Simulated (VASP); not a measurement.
Energy against volume of CsPbCl3 (cubic perovskite). Calculation: revTPSS meta-GGA, VASP's PBE PAW potentials (set 64) (plane waves; VASP 6.6.1). Run with 520 eV cut-off, 4×4×4 Γ-centred mesh, Gaussian smearing of 0.050 eV, potentials Cs_sv Pb_d Cl.

```csv
V (Å³/atom),E (eV/atom)
35.053,8.95258
36.172,8.94422
37.291,8.94148
38.409,8.94346
```

Q: Fit these four points and predict the energy of the run at 39.528 Å³/atom.

A: A cubic in V^(−2/3), the third-order Birch-Murnaghan form, passes through the four points with V0 = 37.35 Å³/atom and B0 = 22 GPa, and gives 8.9494 eV/atom there. The run gave 8.9494 eV/atom, +0.0 meV/atom from the fit; all five points give B0 = 22 GPa.

The compound is CsPbCl3 in the cubic perovskite structure, the ideal cubic form; the compound distorts at low or room temperature. It was relaxed first, which changed the volume by +6 %.
